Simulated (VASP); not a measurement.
Computed with PBE GGA with D3 dispersion (zero damping), VASP's PBE PAW potentials (set 64) (plane waves; VASP).

VASP input:

### POSCAR
```
ZrC
1.0
  0.0000000000   2.3406989606   2.3406989606
  2.3406989606   0.0000000000   2.3406989606
  2.3406989606   2.3406989606   0.0000000000
Zr C
1 1
Direct
  0.0000000000   0.0000000000   0.0000000000
  0.5000000000   0.5000000000   0.5000000000
```

### KPOINTS
```
Automatic mesh
0
Gamma
  15 15 15
```

### INCAR
```
SYSTEM = ZrC
PREC = Accurate
ENCUT = 520
EDIFF = 1E-7
NELM = 100
ALGO = Normal
LREAL = .FALSE.
LASPH = .TRUE.
ISMEAR = -5
GGA = PE
IVDW = 11
LMAXMIX = 4
LWAVE = .FALSE.
LCHARG = .TRUE.
LORBIT = 11
NEDOS = 601
ISIF = 2
```

POTCAR, in this order: Zr_sv C (PBE.64 set). Program: vasp_std.

Question: What does the run give for the energy per atom (σ→0), dispersion energy, band gap (on the k-mesh)?

Answer: 
```
Item                                                        Result
------------------------  ----------------------------------------
energy per atom (σ→0)                              -10.015 eV/atom
dispersion energy                                        -0.575 eV
band gap (on the k-mesh)  none (metal, semimetal or under 0.01 eV)
```

**OSZICAR**
```
...
DAV:   7    -0.194651333118E+02    0.12313E+00   -0.73600E-01  3360   0.696E+00    0.607E+00
DAV:   8    -0.194588812417E+02    0.62521E-02   -0.13474E-01  3116   0.347E+00    0.145E+00
DAV:   9    -0.194547503526E+02    0.41309E-02   -0.30393E-02  3560   0.117E+00    0.454E-01
DAV:  10    -0.194550929858E+02   -0.34263E-03   -0.19895E-03  3316   0.573E-01    0.352E-01
DAV:  11    -0.194548773889E+02    0.21560E-03   -0.69817E-04  3236   0.209E-01    0.170E-02
DAV:  12    -0.194548752365E+02    0.21524E-05   -0.12283E-05  4144   0.381E-02    0.113E-02
DAV:  13    -0.194548751933E+02    0.43122E-07   -0.42093E-07  3336   0.618E-03
   1 F= -.20030070E+02 E0= -.20030070E+02  d E =0.000000E+00
```

The compound is ZrC in the rock salt structure. It was relaxed first.
